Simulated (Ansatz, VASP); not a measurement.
# HfPbSO2 in two plane-wave programs, part 3 of 3

Aim: how closely do two programs agree when they are given the same cell, functional and k mesh? The cell is generated by rule, not measured, and may not be a known phase. The cell is taken from a series of runs on this material, whose earlier steps may have relaxed, scaled, displaced or heated it; both programs get it as it stands.

VASP 6.6.1 and Ansatz 0.2.0.

So far: VASP: relaxation of cell and atoms, PBEsol, pair 1; Ansatz: relaxation of cell and atoms, PBEsol, pair 1; Differences; VASP: relaxation of cell and atoms, PBEsol, pair 2; Ansatz: relaxation of cell and atoms, PBEsol, pair 2; Comparison.

**8. Ansatz: relaxation of cell and atoms, PBEsol, pair 3**

Level of this step: Ansatz beside VASP: Kohn-Sham DFT, plane waves, PBEsol (Ansatz).

The relaxed volume is the usual yardstick between codes: in a stiff, nearly cubic crystal its relative difference is about their pressure difference at one cell divided by the bulk modulus.

The cell is taken from a series of runs on this material, whose earlier steps may have relaxed, scaled, displaced or heated it; both programs get it as it stands.

Contents of input.yaml:

```yaml
crystal:
  lattice:
    - [5.1124295265, 0.0, 0.0]
    - [0.0, 4.09651029, 0.0]
    - [0.0, 0.0, 4.09651029]
  atoms:
    - { symbol: Hf, position: [0.5, 0.5, 0.5] }
    - { symbol: Pb, position: [0.0, 0.0, 0.0] }
    - { symbol: S, position: [0.0, 0.5, 0.5] }
    - { symbol: O, position: [0.5, 0.0, 0.5] }
    - { symbol: O, position: [0.5, 0.5, 0.0] }
kpoints:
  mp_grid: { grid: [6, 8, 8] }
hamiltonian:
  xc: pbesol
scf:
  occupations: { method: fixed }
output:
  forces: true
  stress: true
  eigenvalues: true
relax:
  adjacent_minimum: "off"
  f_tol: 0.001
  max_steps: 60
  cell: { stress_tol: 0.01 }
```

Run with:

```
$ ansatz run input.yaml --threads 8 --pin off --max-ram 14336MiB --backend cpu --events-out ev --progress --plain --runs-dir out
```

Numbers of over 12 decimals in the logs are rounded to 6 here.

What it wrote:

```text
[...]
Crystal: 5 atoms, lattice volume = 85.794 Å³
Basis set: ecut = 420 eV, 1673 PW (Γ), exchange–correlation on 72×60×60 points (8 copies of the dense FFT grid, shifted against one another)
Bands: 35, of which v1, the nominal top of the filled ones, is band 29 counted from 1 (28 counted from 0)
Symmetry: 16 space group operations
[...]
k-points: 60 of 384
[...]
--- Relaxed structure (3 steps of the walk, 3 accepted, 1 SCFs on fresh bases) ---
[...]
cell:  # Å, volume = 85.7755 Å³
    - [5.112178, 0, 0.0]
    - [0, 4.096177, 0]
    - [0.0, 0, 4.096177]
  atoms:
    - { symbol: Hf, position: [0.5, 0.500000, 0.500000] }
    - { symbol: Pb, position: [0, 0, 0.0] }
    - { symbol: S, position: [0, 0.500000, 0.500000] }
    - { symbol: O, position: [0.5, 0, 0.500000] }
    - { symbol: O, position: [0.5, 0.500000, 0.0] }
[key lines of the parts left out:]
SCF converged after 6 iterations
Free energy (F): -29364.433056 eV
Fermi energy:    10.665775 eV
P = ⅓ Tr σ = -0.0006 GPa (-0.006 kbar)
```

**9. VASP: relaxation of cell and atoms, PBEsol, pair 3**

The same cell, functional and mesh now go to VASP, with its own data sets.

Contents of INCAR:

```
SYSTEM = HfPbSO2
PREC = Accurate
ENCUT = 600
EDIFF = 1E-07
NELM = 120
ISMEAR = 0
SIGMA = 0.01
LREAL = .FALSE.
ALGO = Normal
GGA = PS
NBANDS = 27
LASPH = .TRUE.
LORBIT = 11
LWAVE = .FALSE.
LCHARG = .FALSE.
ISIF = 3
IBRION = 2
NSW = 80
EDIFFG = -0.005
GGA_COMPAT = .FALSE.
NELMIN = 4
EFERMI = MIDGAP
KPAR = 2
```

Contents of POSCAR:

```
HfPbSO2
1.0
    5.1124300000      0.0000000000      0.0000000000
    0.0000000000      4.0965100000      0.0000000000
    0.0000000000      0.0000000000      4.0965100000
Hf Pb S O
1 1 1 2
Direct
    0.5000000000      0.5000000000      0.5000000000
    0.0000000000      0.0000000000      0.0000000000
    0.0000000000      0.5000000000      0.5000000000
    0.5000000000      0.0000000000      0.5000000000
    0.5000000000      0.5000000000      0.0000000000
```

Contents of KPOINTS:

```
Automatic mesh
0
Gamma
6 8 8
0 0 0
```

PAW data sets: Hf_pv, Pb_d, S and O (PBE family, release 64).

Run with:

```
$ mpirun -np 2 vasp_std
```

What it wrote:

```text
[... set-up lines as in an earlier step ...]
 entering main loop
       N       E                     dE             d eps       ncg     rms          rms(c)
DAV:   1     0.430548441077E+03    0.43055E+03   -0.23067E+04  3248   0.181E+03
DAV:   2     0.822760472437E+01   -0.42232E+03   -0.40664E+03  3491   0.467E+02
DAV:   3    -0.434936535483E+02   -0.51721E+02   -0.50296E+02  4085   0.153E+02
DAV:   4    -0.456767919081E+02   -0.21831E+01   -0.21738E+01  3993   0.320E+01
[...]
DAV:  13    -0.394882751675E+02    0.77316E-07   -0.55476E-05  4552   0.549E-02    0.218E-02
DAV:  14    -0.394882748386E+02    0.32892E-06   -0.13860E-05  4789   0.261E-02    0.123E-02
DAV:  15    -0.394882749092E+02   -0.70645E-07   -0.63237E-07  3627   0.497E-03
   1 F= -.39488275E+02 E0= -.39488275E+02  d E =-.394883E+02
[...]
2 F= -.39486916E+02 E0= -.39486916E+02  d E =0.135889E-02
[...]
3 F= -.39490242E+02 E0= -.39490242E+02  d E =-.196751E-02
[...]
4 F= -.39490242E+02 E0= -.39490242E+02  d E =-.196669E-02
[...]
5 F= -.39490280E+02 E0= -.39490280E+02  d E =-.381181E-04
 trial-energy change:   -0.000038  1 .order   -0.000038   -0.000066   -0.000011
 step:   1.0616(harm=  1.0616)  dis= 0.00000  next Energy=   -39.490281 (dE=-0.394E-04)
 reached required accuracy - stopping structural energy minimisation
```

From OUTCAR (step 9):

```text
  Total       -0.0194835     -0.0117897     -0.0117897     -0.0000000      0.0000000      0.0000000
  in kB       -0.3664359     -0.2217354     -0.2217354     -0.0000000      0.0000000      0.0000000
  external PRESSURE =      -0.2699689 kB  Pullay stress =       0.0000000 kB

 POSITION                                       TOTAL-FORCE (eV/Angst)
 -----------------------------------------------------------------------------------
      2.55090      2.04314      2.04314         0.000000     -0.000000      0.000000
      5.10181     -0.00000     -0.00000        -0.000000     -0.000000      0.000000
      5.10181      2.04314      2.04314         0.000000      0.000000      0.000000
      2.55090      4.08627      2.04314         0.000000     -0.000000      0.000000
      2.55090      2.04314     -0.00000         0.000000     -0.000000      0.000000
 -----------------------------------------------------------------------------------
    total drift:                                0.000000      0.000000     -0.000000

  FREE ENERGIE OF THE ION-ELECTRON SYSTEM (eV)
  ---------------------------------------------------
  free  energy   TOTEN  =       -39.4902797147 eV

  energy  without entropy=      -39.4902797147  energy(sigma->0) =      -39.49027971

[... 1 part as in an earlier step ...]

[... 3 further parts left out ...]
[key lines of the parts left out:]
E-fermi :   5.3593
```

**10. Differences**

What differs besides the data sets and the points named for the pairs above, as far as they apply: the data sets hold 58 valence electrons in Ansatz (on its default PAW (the set named soft_2) files) and 42 in VASP. Total energies have different zeros and are not compared.

Both answers:

```
                                         quantity  Ansatz   VASP  difference
                                      volume (Å³)   85.78  85.19     +0.69 %
edge a after relaxation, in the typed setting (Å)   5.112  5.102     +0.20 %
edge b after relaxation, in the typed setting (Å)   4.096  4.086     +0.24 %
```

**11. What came out**

```yaml
difference_in_volume_relaxation_of_cell_and_atoms_pbesol_pair_1: 0.71 %
difference_in_volume_relaxation_of_cell_and_atoms_pbesol_pair_2: 0.66 %
difference_in_volume_relaxation_of_cell_and_atoms_pbesol_pair_3: 0.69 %
```

**Reading.** The difference in volume is 0.71 % (relaxation of cell and atoms, PBEsol, pair 1), within the 1.2 % picked in this series as the mark of a large difference, as far as the stopping tolerances let one tell. The data sets hold unlike numbers of valence electrons (58 in Ansatz and 42 in VASP), so part of the differences comes from the potentials. 2 further runs of this series are not shown here. How closely two codes agree says nothing of how well the functional describes the real material.

[Lines on the potential files, build, host, timing and source positions are cut from VASP's logs without a mark.]

[Logs are printed without paths, hosts, clocks, repeated set-up lines and the standing remarks that a program may print on its own settings, such as how far it seeks lower states.]

[Hosts, paths, dates, database ids (printed as entryN), source tags and the programs' standing remarks are cut or masked in the printed files.]
